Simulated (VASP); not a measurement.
The system is CeZn2Ni.

```
Ce Zn Ni
1.0
     3.86439    0.00000    0.00000
     0.00000    3.86439    0.00000
     0.00000    0.00000    4.91927
Ce Zn Ni
1 2 1
Cartesian
  0.0000 0.0000 0.0000
  0.0000 1.9322 2.4596
  1.9322 0.0000 2.4596
  1.9322 1.9322 0.0000
```

The cell comes from a database or a generator and needn't be the stable form of this composition.

Base run:

```yaml
Program: VASP 6.6.1
Functional: SCAN
Potentials_or_basis: VASP PAW PBE potentials, release 64 (Ce, Zn, Ni)
Cutoff: 520 eV
k_mesh: 5 × 5 × 5
Occupations: fermi-dirac, width 0.05 eV
Spin: collinear spin, ferromagnetic start
Starting_moments: "[1.0, 0.0, 0.0, 1.0] μB"
```

Its results: pressure -4.0 GPa; net moment 0.00 μB per cell.

**Question.** The run is repeated on the same cell with these changes: functional from SCAN to r2SCAN. What comes out?

**Answer.** Pressure -2.0 GPa; net moment 0.00 μB per cell.

Caveats: the magnetic or orbital state may not be the lowest; the PAW data sets were made with another functional, which shifts forces and pressure a little.
